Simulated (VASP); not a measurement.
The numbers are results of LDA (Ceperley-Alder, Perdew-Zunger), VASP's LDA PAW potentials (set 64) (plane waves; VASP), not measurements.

The input files of a VASP run:

### POSCAR
```
KCl
6.082950
  0.0000000000   0.4999999862   0.4999999862
  0.4999999862   0.0000000000   0.4999999862
  0.4999999862   0.4999999862   0.0000000000
K Cl
1 1
Cartesian
  0.0000000000   0.0000000000   0.0000000000
  0.4999999862   0.4999999862   0.4999999862
```

INCAR:
```
ALGO  =  Normal
CSHIFT  =  0.1
EDIFF  =  1E-7
ENCUT  =  400
ISMEAR  =  0
LASPH  =  T
LCHARG  =  F
LOPTICS  =  T
LREAL  =  F
LWAVE  =  F
NBANDS  =  36
NEDOS  =  1001
NELM  =  100
PREC  =  Accurate
SIGMA  =  0.01
SYSTEM  =  KCl
```

KPOINTS:
```
K-points
0
gamma
  10 10 10
0 0 0
```

POTCAR, in this order: K_sv Cl (LDA.64 set). Program: vasp_std.

Output of the run:

File OSZICAR:
```
       N       E                     dE             d eps       ncg     rms          rms(c)
DAV:   1     0.110321134744E+03    0.11032E+03   -0.49862E+03  3384   0.329E+02
DAV:   2    -0.332598890411E+01   -0.11365E+03   -0.10053E+03  4116   0.125E+02
DAV:   3    -0.759617198697E+01   -0.42702E+01   -0.42329E+01  4296   0.221E+01
DAV:   4    -0.768165479270E+01   -0.85483E-01   -0.85383E-01  4592   0.284E+00
DAV:   5    -0.768269724199E+01   -0.10424E-02   -0.10424E-02  4180   0.265E-01    0.413E+00
DAV:   6    -0.743298015953E+01    0.24972E+00   -0.52287E-02  4476   0.137E+00    0.337E+00
DAV:   7    -0.740857981002E+01    0.24400E-01   -0.21774E-02  4412   0.677E-01    0.177E+00
DAV:   8    -0.740770838873E+01    0.87142E-03   -0.57382E-03  4452   0.293E-01    0.116E-01
DAV:   9    -0.740773844280E+01   -0.30054E-04   -0.11453E-04  4492   0.516E-02    0.715E-02
DAV:  10    -0.740782153034E+01   -0.83088E-04   -0.43682E-05  3864   0.221E-02    0.922E-03
DAV:  11    -0.740782251722E+01   -0.98688E-06   -0.11525E-06  4480   0.298E-03    0.614E-03
DAV:  12    -0.740782271752E+01   -0.20030E-06   -0.15723E-07  3896   0.183E-03    0.171E-03
DAV:  13    -0.740782271572E+01    0.17992E-08   -0.45087E-09  2948   0.492E-04
   1 F= -.74078227E+01 E0= -.74078227E+01  d E =-.115789E-16
 imaginary and real dielectric function
```

### OUTCAR
```
------------------------ aborting loop because EDIFF is reached ----------------------------------------
  FORCE on cell =-STRESS in cart. coord.  units (eV):
  Direction    XX          YY          ZZ          XY          YZ          ZX
  --------------------------------------------------------------------------------------
  Total        0.0064581      0.0064581      0.0064581      0.0000000     -0.0000000      0.0000000
  in kB        0.1838800      0.1838800      0.1838800      0.0000000     -0.0000000      0.0000000
  external PRESSURE =       0.1838800 kB  Pullay stress =       0.0000000 kB
  volume of cell :       56.27
      direct lattice vectors                 reciprocal lattice vectors
     0.000000000  3.041474916  3.041474916    -0.164393925  0.164393925  0.164393925
     3.041474916  0.000000000  3.041474916     0.164393925 -0.164393925  0.164393925
     3.041474916  3.041474916  0.000000000     0.164393925  0.164393925 -0.164393925
  FREE ENERGIE OF THE ION-ELECTRON SYSTEM (eV)
  ---------------------------------------------------
  free  energy   TOTEN  =        -7.4078227157 eV

  energy  without entropy=       -7.4078227157  energy(sigma->0) =       -7.40782272

 plasma frequency squared (from intraband transitions) (eV^2)
  --------------------------------------------------------------------------------------
       0.000      -0.000       0.000
      -0.000       0.000       0.000
       0.000       0.000       0.000

 plasma frequency squared (from interband transitions, int dw w eps(2)(w)) (eV^2)
  --------------------------------------------------------------------------------------
     310.254       0.000      -0.000       0.000      -0.000       0.000
      -0.000      -0.000     310.254       0.000      -0.000       0.000
      -0.000      -0.000      -0.000      -0.000     310.254       0.000
```
(Selected blocks of OUTCAR.)

The compound is KCl in the rock salt structure. It was relaxed first, which changed the volume by -10 %.
